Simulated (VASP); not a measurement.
```
AuCs
1.0
    4.17101     0.00000     0.00000
    0.00000     4.17101     0.00000
    0.00000     0.00000     4.17101
Cs Au
1 1
Cartesian
  0.00000   0.00000   0.00000
  2.08550   2.08550   2.08550
```

These are PBEsol GGA, VASP's PBE PAW potentials (set 64) (plane waves; VASP) values and carry that method's errors. Settings: 400 eV cut-off, Gaussian smearing of 0.050 eV, potentials Cs_sv Au.

Unless said otherwise, spin-orbit coupling is left out, though it shifts the bands of the heavy elements here.

Problem. Estimate the band gap (along the path) with the smallest direct gap where there is one.

Solution. 
```
Item                                    Value
------------------------------------  -------
band gap (along the path)             0.77 eV
smallest direct gap (along the path)  1.32 eV
```

The absolute energy has meaning only against runs of the same code, potentials and settings.

The structure comes from a computed database's CsAu entry (Pm-3m); how it stands against other phases isn't given here. It was relaxed first, which changed the volume by -8 %.
